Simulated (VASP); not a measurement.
Method: r2SCAN meta-GGA, VASP's PBE PAW potentials (set 64) (plane waves; VASP).

The input files of a VASP run:

File KPOINTS:
```
Automatic mesh
0
Gamma
14 14 14
0 0 0
```

File POSCAR:
```
Al
1
    0.0000000000     1.9910371782     1.9910371782
    1.9910371782     0.0000000000     1.9910371782
    1.9910371782     1.9910371782     0.0000000000
Al
1
Direct
  0.0000000000   0.0000000000   0.0000000000
```

**INCAR**
```
# general
SYSTEM =Al
PREC   =Accurate
ENCUT  =400   # plane-wave cut-off (eV)
LREAL  =.False.
LASPH  =.True.   # aspherical one-centre terms

# electronic loop
EDIFF  =1E-8
NELM   =100
ALGO   =Normal   # blocked Davidson
LMIXTAU=.True.

# smearing
ISMEAR =1   # Methfessel-Paxton
SIGMA  =0.1

# functional
METAGGA=R2SCAN

# ions
IBRION =1   # quasi-Newton
NSW    =30   # most ionic steps
ISIF   =2   # forces and stress, cell fixed
EDIFFG =-0.001

# output
LWAVE  =.False.
LCHARG =.False.
```

POTCAR, in this order: Al (PBE.64 set). Program: vasp_std.

Question: What does the run give for the energy per atom (σ→0), band gap (on the k-mesh)?

Answer: 
| Item | Value |
|---|---|
| energy per atom (σ→0) | -6.733 eV/atom |
| band gap (on the k-mesh) | none (metal, semimetal or under 0.01 eV) |

**OSZICAR**
```
...
DAV:  19    -0.673335301177E+01   -0.88028E-06   -0.34910E-07  1120   0.690E-03    0.860E-04
DAV:  20    -0.673335276275E+01    0.24902E-06   -0.68276E-08  1130   0.324E-03    0.293E-03
DAV:  21    -0.673335247976E+01    0.28300E-06   -0.54739E-08  1230   0.274E-03    0.837E-04
DAV:  22    -0.673335239525E+01    0.84506E-07   -0.39710E-09   800   0.841E-04    0.676E-05
DAV:  23    -0.673335243207E+01   -0.36819E-07   -0.13282E-09   575   0.356E-04    0.768E-05
DAV:  24    -0.673335246578E+01   -0.33711E-07   -0.20359E-10   565   0.178E-04    0.656E-06
DAV:  25    -0.673335246551E+01    0.27489E-09   -0.42768E-11   565   0.708E-05
   1 F= -.67333525E+01 E0= -.67331960E+01  d E =-.673335E+01
```

The compound is Al in the fcc structure. It was relaxed first. The start is the result of an earlier pass.
